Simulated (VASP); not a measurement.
Input:

```
CELL_PARAMETERS angstrom
      4.23024    -2.29484     0.00933
      4.23024     2.29484     0.00933
      2.97700     0.00000     3.78137
ATOMIC_POSITIONS crystal
  Bi 0.23428 0.23428 0.23428
  Bi 0.76572 0.76572 0.76572
```

Computed with PW91 GGA, VASP's PBE PAW potentials (set 64) (plane waves; VASP). Run with 520 eV cut-off, 9×9×9 Γ-centred mesh, first-order Methfessel-Paxton smearing of 0.10 eV, potentials Bi_d.

Task: What does the run give for the energy per atom (σ→0)?

Result: 
| Item | Value |
|---|---|
| energy per atom (σ→0) | -3.928 eV/atom |

The absolute energy has meaning only against runs of the same code, potentials and settings.

The compound is Bi in the a7 structure. It was relaxed first. The start is the result of an earlier pass.
